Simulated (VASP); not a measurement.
# MgTiNbO4 (Cm) in VASP: single point with PBE+U

Aim: the single point of MgTiNbO4 with PBE+U.

Everything below comes from runs of VASP 6.6.1. Logs are shortened: lines on timing, memory, paths and dates and some standing lists are left out, and cuts for length are marked.

### 1 The crystal as given

It takes space group Cm (No. 8, monoclinic). The conventional cell has a = 9.421 Å, b = 4.206 Å, c = 4.204 Å, α = 90.00°, β = 116.36°, γ = 90.00°. Mg (site symmetry m) has 6 O at 2.04 to 2.10 Å as nearest neighbours. Ti (site symmetry m) is surrounded by 6 O at 2.10 to 2.12 Å. Around Nb (site symmetry m) lie 6 O at 2.10 to 2.18 Å. O (site symmetry m) has 2 Nb at 2.10 Å and 2 Mg at 2.10 Å and 1 Ti at 2.11 Å as nearest neighbours. O (site symmetry m) has 1 Mg at 2.04 Å and 2 Ti at 2.10 to 2.11 Å and 1 Nb at 2.18 Å as nearest neighbours. O (site symmetry m) has 2 Mg at 2.10 Å and 2 Nb at 2.10 Å and 1 Ti at 2.12 Å as nearest neighbours. O (site symmetry m) has 1 Mg at 2.04 Å and 2 Ti at 2.10 Å and 1 Nb at 2.18 Å as nearest neighbours.

The cell comes from a database or a generator and needn't be the stable form of this composition.

### 2 Single point, PBE+U, collinear spin, typed start

INCAR reads:

```
SYSTEM = MgTiNbO4
PREC = Accurate
ENCUT = 520
EDIFF = 1E-6
ISMEAR = 0
SIGMA = 0.1
LREAL = .FALSE.
LASPH = .TRUE.
NELM = 150
ALGO = Normal
ISIF = 2
LWAVE = .FALSE.
LCHARG = .FALSE.
ISPIN = 2
MAGMOM = 0 1 0 0 0 0 0
LORBIT = 11
LMAXMIX = 4
LDAU = .TRUE.
LDAUTYPE = 2
LDAUL = -1 2 -1 -1
LDAUU = 0 4 0 0
LDAUJ = 0 0 0 0
LDAUPRINT = 1
GGA = PE
NBANDS = 38
```

KPOINTS reads:

```
Automatic mesh
0
G
  6 6 6
  0 0 0
```

POSCAR reads:

```
MgTiNbO4
1.0
    4.7102639963     -2.1029487473      0.0000000000
    4.7102639963      2.1029487473      0.0000000000
   -1.8668007880      0.0000000000      3.7667838392
Mg Ti Nb O
1 1 1 4
Direct
    0.5085310000      0.5085310000      0.5094150000
    0.7585610000      0.7585610000      0.2571020000
    0.0084910000      0.0084910000      0.0092840000
    0.0089950000      0.0089950000      0.5098340000
    0.7505665000      0.7505665000      0.7497030000
    0.5079740000      0.5079740000      0.0086320000
    0.2664070000      0.2664070000      0.2655550000
```

Potentials or basis: VASP PAW PBE potentials, release 64 (Mg, Ti_sv, Nb_sv, O).

On the command line:

```bash
> cat potpaw_PBE.64/Mg/POTCAR potpaw_PBE.64/Ti_sv/POTCAR potpaw_PBE.64/Nb_sv/POTCAR potpaw_PBE.64/O/POTCAR > POTCAR
> mpirun -np 1 vasp_std > vasp.out
```

OUTCAR:

```text
SYSTEM = MgTiNbO4
   PREC = Accurate
   ENCUT = 520
   EDIFF = 1E-6
   ISMEAR = 0
   LREAL = .FALSE.
   LASPH = .TRUE.
   NELM = 150
   ISIF = 2
   ISPIN = 2
   LORBIT = 11
   GGA = PE

 ion  position               nearest neighbor table
   1  0.509  0.509  0.509-   5 2.04   7 2.04   6 2.10   4 2.10   4 2.10   6 2.10   3 2.97   3 2.97
                             3 2.97   3 2.97   2 2.98   2 2.98   2 2.98   2 2.98
   2  0.759  0.759  0.257-   5 2.10   7 2.10   7 2.10   5 2.11   4 2.11   6 2.12   3 2.97   1 2.98
                             1 2.98   1 2.98   3 2.98   3 2.98   1 2.98
   3  0.008  0.008  0.009-   4 2.10   4 2.10   6 2.10   6 2.10   7 2.18   5 2.18   2 2.97   1 2.97
                             1 2.97   1 2.97   1 2.97   2 2.98   2 2.98
   4  0.009  0.009  0.510-   3 2.10   3 2.10   1 2.10   1 2.10   2 2.11
   5  0.751  0.751  0.750-   1 2.04   2 2.10   2 2.11   3 2.18
   6  0.508  0.508  0.009-   1 2.10   3 2.10   3 2.10   1 2.10   2 2.12
   7  0.266  0.266  0.266-   1 2.04   2 2.10   2 2.10   3 2.18

  LATTYP: Found a base centered monoclinic cell.
 ALAT       =     9.4205279926
 B/A-ratio  =     0.4464609094
 C/A-ratio  =     0.4462593578
 COS(beta)  =    -0.4440535998

  Lattice vectors:

 A1 = (   4.7102639963,  -2.1029487473,   0.0000000000)
 A2 = (   4.7102639963,   2.1029487473,   0.0000000000)
 A3 = (  -1.8668007880,   0.0000000000,   3.7667838392)

Analysis of symmetry for initial positions (statically):
=====================================================================
 Subroutine PRICEL returns:
 Original cell was already a primitive cell.

 Routine SETGRP: Setting up the symmetry group for a
 base centered monoclinic supercell.

 Subroutine GETGRP returns: Found  2 space group operations
 (whereof  2 operations were pure point group operations)
 out of a pool of  4 trial point group operations.

The static configuration has the point symmetry C_1h.

Analysis of symmetry for dynamics (positions and initial velocities):
=====================================================================
 Subroutine PRICEL returns:
 Original cell was already a primitive cell.

 Routine SETGRP: Setting up the symmetry group for a
 base centered monoclinic supercell.

 Subroutine GETGRP returns: Found  2 space group operations
 (whereof  2 operations were pure point group operations)
 out of a pool of  4 trial point group operations.

The dynamic configuration has the point symmetry C_1h.

Analysis of structural, dynamic, and magnetic symmetry:
=====================================================================
 Subroutine PRICEL returns:
 Original cell was already a primitive cell.

 Routine SETGRP: Setting up the symmetry group for a
 base centered monoclinic supercell.

 Subroutine GETGRP returns: Found  2 space group operations
 (whereof  2 operations were pure point group operations)
 out of a pool of  4 trial point group operations.

The overall configuration has the point symmetry C_1h.

 Subroutine INISYM returns: Found  2 space group operations
 (whereof  2 operations are pure point group operations),
 and found     1 'primitive' translations

----------------------------------------------------------------------------------------

                                     Primitive cell

  volume of cell :      74.6233

  direct lattice vectors                    reciprocal lattice vectors
     4.710263996 -2.102948747  0.000000000     0.106151163 -0.237761382  0.052608029
     4.710263996  2.102948747  0.000000000     0.106151163  0.237761382  0.052608029
    -1.866800788  0.000000000  3.766783839     0.000000000  0.000000000  0.265478467

  length of vectors
     5.158389317  5.158389317  4.203998772     0.265642897  0.265642897  0.265478467

  position of ions in fractional coordinates (direct lattice)
     0.508531000  0.508531000  0.509415000
     0.758561000  0.758561000  0.257102000
     0.008491000  0.008491000  0.009284000
[... 111 lines left out ...]
 LDA+U is selected, type is set to LDAUTYPE =  2
   angular momentum for each species LDAUL =    -1    2   -1   -1
   U (eV)           for each species LDAUU =   0.0  4.0  0.0  0.0
   J (eV)           for each species LDAUJ =   0.0  0.0  0.0  0.0
   GGA     = PE    functional components
   LHFCALC =     F    Hartree Fock is set to
   AEXX    =    0.0000 exact exchange contribution
   IVDW    =     0    specifies the selected vdW correction
   LEPSILON=     F    determine dielectric tensor
   LRPA    =     F    only Hartree local field effects (RPA)
 spin polarized calculation
 Gauss-broadening in eV      SIGMA  =   0.10
  energy-cutoff  :      520.00
  volume of cell :       74.62
 maximum number of plane-waves:      2025
 NGX is ok and might be reduce to    40
   NGX = 19   NGY = 19   NGZ = 15

 number of electron      51.0000001 magnetization      -0.0004825

atom =   2  type =  2  l = 2

 onsite density matrix

spin component  1

  0.2189  0.0670  0.0000  0.0000  0.0000
  0.0670  0.1159  0.0000  0.0000  0.0000
  0.0000  0.0000  0.2009  0.0409 -0.0263
  0.0000  0.0000  0.0409  0.1871 -0.0266
  0.0000  0.0000 -0.0263 -0.0266  0.1680

spin component  2

  0.2188  0.0669  0.0000  0.0000  0.0000
  0.0669  0.1159  0.0000  0.0000  0.0000
  0.0000  0.0000  0.2010  0.0411 -0.0264
  0.0000  0.0000  0.0411  0.1872 -0.0267
  0.0000  0.0000 -0.0264 -0.0267  0.1681

 occupancies and eigenvectors

  o =  0.0829  v =  0.4419 -0.8971  0.0000  0.0000  0.0000  0.0000  0.0000  0.0000  0.0000  0.0000      0.0000  0.0000  0.0000  0.0000  0.0000  0.0000  0.0000  0.0000  0.0000  0.0000
  o =  0.0829  v =  0.0000  0.0000  0.0000  0.0000  0.0000  0.4419 -0.8971  0.0000  0.0000  0.0000      0.0000  0.0000  0.0000  0.0000  0.0000  0.0000  0.0000  0.0000  0.0000  0.0000
  o =  0.1489  v =  0.0000  0.0000 -0.1895  0.6896  0.6990  0.0000  0.0000  0.0000  0.0000  0.0000      0.0000  0.0000  0.0000  0.0000  0.0000  0.0000  0.0000  0.0000  0.0000  0.0000
  o =  0.1489  v =  0.0000  0.0000  0.0000  0.0000  0.0000  0.0000  0.0000 -0.1898  0.6898  0.6987      0.0000  0.0000  0.0000  0.0000  0.0000  0.0000  0.0000  0.0000  0.0000  0.0000
  o =  0.1551  v =  0.0000  0.0000 -0.6997  0.4046 -0.5889  0.0000  0.0000  0.0000  0.0000  0.0000      0.0000  0.0000  0.0000  0.0000  0.0000  0.0000  0.0000  0.0000  0.0000  0.0000
  o =  0.1551  v =  0.0000  0.0000  0.0000  0.0000  0.0000  0.0000  0.0000 -0.6996  0.4043 -0.5891      0.0000  0.0000  0.0000  0.0000  0.0000  0.0000  0.0000  0.0000  0.0000  0.0000
  o =  0.2518  v =  0.0000  0.0000  0.0000  0.0000  0.0000 -0.8971 -0.4419  0.0000  0.0000  0.0000      0.0000  0.0000  0.0000  0.0000  0.0000  0.0000  0.0000  0.0000  0.0000  0.0000
  o =  0.2519  v = -0.8971 -0.4419  0.0000  0.0000  0.0000  0.0000  0.0000  0.0000  0.0000  0.0000      0.0000  0.0000  0.0000  0.0000  0.0000  0.0000  0.0000  0.0000  0.0000  0.0000
  o =  0.2521  v =  0.0000  0.0000 -0.6889 -0.6006  0.4058  0.0000  0.0000  0.0000  0.0000  0.0000      0.0000  0.0000  0.0000  0.0000  0.0000  0.0000  0.0000  0.0000  0.0000  0.0000
  o =  0.2524  v =  0.0000  0.0000  0.0000  0.0000  0.0000  0.0000  0.0000 -0.6889 -0.6006  0.4058      0.0000  0.0000  0.0000  0.0000  0.0000  0.0000  0.0000  0.0000  0.0000  0.0000

 number of electron      51.0000001 magnetization       0.0000987

 Free energy of the ion-electron system (eV)
  ---------------------------------------------------
  ext. energy  EPLUGINS =         0.00000000
  ---------------------------------------------------
  free energy    TOTEN  =       -53.83535592 eV

  energy without entropy =      -53.82346596  energy(sigma->0) =      -53.82941094

 E-fermi :   8.6763     XC(G=0): -11.6108

 val. band max:        8.6647222920   @ k =   0.5000   0.1667   0.3333
 cond. band min:       8.6767508087   @ k =   0.1667   0.1667   0.3333
 fundamental gap:      0.0120285167
 Fermi energy:         8.6762710792

 spin component 1

 k-point     1 :       0.0000    0.0000    0.0000
  band No.  band energies     occupation
      1     -50.5173      1.00000
      2     -47.7763      1.00000
      3     -26.8154      1.00000
      4     -26.8150      1.00000
      5     -26.6817      1.00000
      6     -23.9995      1.00000
[... 1913 lines left out ...]
     36      16.0608      0.00000
     37      16.8517      0.00000

 [... further k-points ...]

 [bands above 37 left out]

------------------------ aborting loop because EDIFF is reached ----------------------------------------

  FORCE on cell =-STRESS in cart. coord.  units (eV):
  Direction    XX          YY          ZZ          XY          YZ          ZX
  --------------------------------------------------------------------------------------
  -------------------------------------------------------------------------------------
  Total        0.4487271      0.0807988      0.2037393      0.0000000      0.0000000      0.1187169
  in kB        9.6342574      1.7347656      4.3743217      0.0000000      0.0000000      2.5488738
  external PRESSURE =       5.2477816 kB  Pullay stress =       0.0000000 kB

 VOLUME and BASIS-vectors are now :
 -----------------------------------------------------------------------------
  energy-cutoff  :      520.00
  volume of cell :       74.62
      direct lattice vectors                 reciprocal lattice vectors
     4.710263996 -2.102948747  0.000000000     0.106151163 -0.237761382  0.052608029
     4.710263996  2.102948747  0.000000000     0.106151163  0.237761382  0.052608029
    -1.866800788  0.000000000  3.766783839     0.000000000  0.000000000  0.265478467

 POSITION                                       TOTAL-FORCE (eV/Angst)
 -----------------------------------------------------------------------------------
      3.83965      0.00000      1.91886         0.001235      0.000000     -0.014177
      6.66609      0.00000      0.96845        -0.022562      0.000000      0.015321
      0.06266      0.00000      0.03497         0.011204      0.000000     -0.015863
     -0.86702      0.00000      1.92043         0.094379      0.000000      0.037949
      5.67119      0.00000      2.82397         0.089721      0.000000      0.051814
      4.76927      0.00000      0.03251        -0.079020      0.000000     -0.044201
      2.01396      0.00000      1.00029        -0.094958      0.000000     -0.030843
 -----------------------------------------------------------------------------------
    total drift:                               -0.000060     -0.000000      0.000616

  FREE ENERGIE OF THE ION-ELECTRON SYSTEM (eV)
  ---------------------------------------------------
  free  energy   TOTEN  =       -53.8353559181 eV

  energy  without entropy=      -53.8234659589  energy(sigma->0) =      -53.82941094

 total charge

# of ion       s       p       d       tot
------------------------------------------
    1        0.142   0.178   0.091   0.411
    2        2.171   6.188   1.758  10.117
    3        2.145   6.049   2.369  10.564
    4        1.556   3.523   0.000   5.079
    5        1.552   3.484   0.000   5.036
    6        1.556   3.522   0.000   5.078
    7        1.552   3.484   0.000   5.036
--------------------------------------------------
tot         10.675  26.429   4.218  41.322

 magnetization (x)

# of ion       s       p       d       tot
------------------------------------------
    1       -0.000   0.000   0.000  -0.000
    2       -0.000  -0.000  -0.000  -0.000
    3       -0.000   0.000   0.000   0.000
    4       -0.000  -0.000   0.000  -0.000
    5        0.000   0.000   0.000   0.000
    6       -0.000   0.000   0.000   0.000
    7        0.000   0.000   0.000   0.000
--------------------------------------------------
tot         -0.000   0.000  -0.000  -0.000
```

It took 5.5 min on 1 thread of Intel Xeon 6975P-C (Granite Rapids), shared host; peak memory 0.48 GiB.

Results:

- Free energy: -53.8354 eV
- Pressure: 0.5 GPa
- Largest force: 0.104 eV/Å
- Band gap on the k mesh: none (metal or under the smearing width)
- Net moment: 0.00 μB per cell
- Valence electrons inside the program's atomic spheres: Mg 0.41; Ti 10.12; Nb 10.56; O 5.08, 5.04

Forces on the atoms (eV/Å):
```
Mg   0.001  0.000 -0.014
Ti  -0.023  0.000  0.015
Nb   0.011  0.000 -0.016
O    0.094  0.000  0.038
O    0.090  0.000  0.052
O   -0.079  0.000 -0.044
O   -0.095  0.000 -0.031
```

Eigenvalues of the final occupation matrices:
```csv
site,spin,trace,eigenvalues
site 2 d,1,0.89,0.08 0.15 0.16 0.25 0.25
site 2 d,2,0.89,0.08 0.15 0.16 0.25 0.25
```

The state reached can hang on the start; a lower one may exist.
